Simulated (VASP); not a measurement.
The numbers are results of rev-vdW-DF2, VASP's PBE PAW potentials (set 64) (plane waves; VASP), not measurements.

A VASP calculation is set up with these files.

**INCAR**
```
EDIFF  =  1E-7   # SCF stop (eV)
SYSTEM  =  ZnSe
SIGMA  =  0.05
LORBIT  =  11   # lm-projected
ISMEAR  =  0
ALGO  =  Normal
AGGAC  =  0.0
LREAL  =  F
PARAM1  =  0.1234568
ZAB_VDW  =  -1.8867
LWAVE  =  F
PARAM2  =  0.7114
ICHARG  =  11
LMAXMIX  =  4   # l cut-off of mixed one-centre charges
PREC  =  Accurate
LUSE_VDW  =  T
LASPH  =  T
ENCUT  =  520
GGA  =  MK
LCHARG  =  F
NELM  =  100
```

### KPOINTS
```
k-points along high-symmetry lines
15
Line-mode
Reciprocal
  0.000000   0.000000   0.000000 ! GAMMA
 -0.500000  -0.500000   0.000000 ! X

 -0.500000  -0.500000   0.000000 ! X
 -0.375000  -0.375000   0.250000 ! U

 -0.375000  -0.000000   0.375000 ! K
  0.000000   0.000000   0.000000 ! GAMMA

  0.000000   0.000000   0.000000 ! GAMMA
 -0.000000   0.000000   0.500000 ! L

 -0.000000   0.000000   0.500000 ! L
 -0.500000  -0.250000   0.250000 ! W

 -0.500000  -0.250000   0.250000 ! W
 -0.500000  -0.500000   0.000000 ! X
```

File POSCAR:
```
ZnSe
1
   -0.0000000000     2.8505610766     2.8505610766
    2.8505610766     0.0000000000     2.8505610766
    2.8505610766     2.8505610766     0.0000000000
Zn Se
1 1
Direct
  0.0000000000   0.0000000000   0.0000000000
  0.2500000000   0.2500000000   0.2500000000
```

POTCAR, in this order: Zn Se (PBE.64 set). Program: vasp_std. Read from the step before: CHGCAR.

What VASP printed:

### OUTCAR
```
 ion  position               nearest neighbor table
   1  0.000  0.000  0.000-   2 2.47   2 2.47   2 2.47   2 2.47
   2  0.250  0.250  0.250-   1 2.47   1 2.47   1 2.47   1 2.47
  LATTYP: Found a face centered cubic cell.
 ALAT       =     5.7011221532
 Subroutine PRICEL returns:
 Original cell was already a primitive cell.
 Subroutine GETGRP returns: Found 24 space group operations
The static configuration has the point symmetry T_d .
The dynamic configuration has the point symmetry T_d .
 Subroutine INISYM returns: Found 24 space group operations
   k-points           NKPTS =     90   k-points in BZ     NKDIM =     90   number of bands    NBANDS=     13
   number of dos      NEDOS =    301   number of ions     NIONS =      2
   total plane-waves  NPLWV =  27000
   dimension x,y,z NGX =    30 NGY =   30 NGZ =   30
   dimension x,y,z NGXF=    60 NGYF=   60 NGZF=   60
   ions per type =               1   1
   PREC   = accura    normal or accurate (medium, high low for compatibility)
   ISTART =      0    job   : 0-new  1-cont  2-samecut
   ICHARG =     11    charge: 1-file 2-atom 10-const
   ISPIN  =      1    spin polarized calculation?
   LNONCOLLINEAR =      F non collinear calculations
   LSORBIT =      F    spin-orbit coupling
   INIWAV =      1    electr: 0-lowe 1-rand  2-diag
   ENCUT  =  520.0 eV  38.22 Ry    6.18 a.u.   7.50  7.50  7.50*2*pi/ulx,y,z
...
```

OSZICAR:
```
       N       E                     dE             d eps       ncg     rms          rms(c)
DAV:   1     0.904898686890E+02    0.90490E+02   -0.91699E+03  2340   0.158E+03
DAV:   2     0.496772376141E+01   -0.85522E+02   -0.81301E+02  2520   0.279E+02
DAV:   3    -0.768053306700E+00   -0.57358E+01   -0.56274E+01  2830   0.696E+01
DAV:   4    -0.826491003589E+00   -0.58438E-01   -0.58419E-01  2625   0.736E+00
DAV:   5    -0.826781717383E+00   -0.29071E-03   -0.29071E-03  2785   0.485E-01
DAV:   6    -0.826784233238E+00   -0.25159E-05   -0.25158E-05  2670   0.455E-02
DAV:   7    -0.826784266134E+00   -0.32896E-07   -0.32916E-07  2814   0.466E-03
   1 F= -.82678427E+00 E0= -.82678427E+00  d E =-.143125E-15
```

OUTCAR:
```
 val. band max:        1.3627245816   @ k =   0.0000   0.0000   0.0000

 cond. band min:       2.4558920002   @ k =   0.0000   0.0000   0.0000



 k-point     1 :       0.0000    0.0000    0.0000
  band No.  band energies     occupation
      1     -11.8057      2.00000
      2      -5.2023      2.00000
      3      -5.2023      2.00000
      4      -5.2023      2.00000
      5      -4.8585      2.00000
      6      -4.8585      2.00000
      7       1.3627      2.00000
      8       1.3627      2.00000
      9       1.3627      2.00000
     10       2.4559      0.00000
     11       7.1394      0.00000
     12       7.1394      0.00000
     13       7.1394      0.00000

 k-point     2 :      -0.0357   -0.0357    0.0000
  band No.  band energies     occupation
      1     -11.7948      2.00000
      2      -5.2030      2.00000
      3      -5.2000      2.00000
      4      -5.2000      2.00000
      5      -4.8595      2.00000
      6      -4.8579      2.00000
      7       1.1408      2.00000
      8       1.3247      2.00000
      9       1.3247      2.00000
     10       2.6898      0.00000
     11       7.0579      0.00000
     12       7.1967      0.00000
     13       7.1967      0.00000

 k-point     3 :      -0.0714   -0.0714    0.0000
  band No.  band energies     occupation
      1     -11.7624      2.00000
      2      -5.2047      2.00000
      3      -5.1930      2.00000
      4      -5.1930      2.00000
      5      -4.8622      2.00000
      6      -4.8562      2.00000
      7       0.7111      2.00000
      8       1.2158      2.00000
      9       1.2158      2.00000
     10       3.1525      0.00000
     11       6.8410      0.00000
     12       7.3634      0.00000
     13       7.3634      0.00000

 k-point     4 :      -0.1071   -0.1071    0.0000
  band No.  band energies     occupation
      1     -11.7095      2.00000
      2      -5.2069      2.00000
      3      -5.1814      2.00000
      4      -5.1814      2.00000
...
```

The density is held fixed in this step, so its total energy and stress have no physical meaning.

The compound is ZnSe in the zinc blende structure. It was relaxed first.
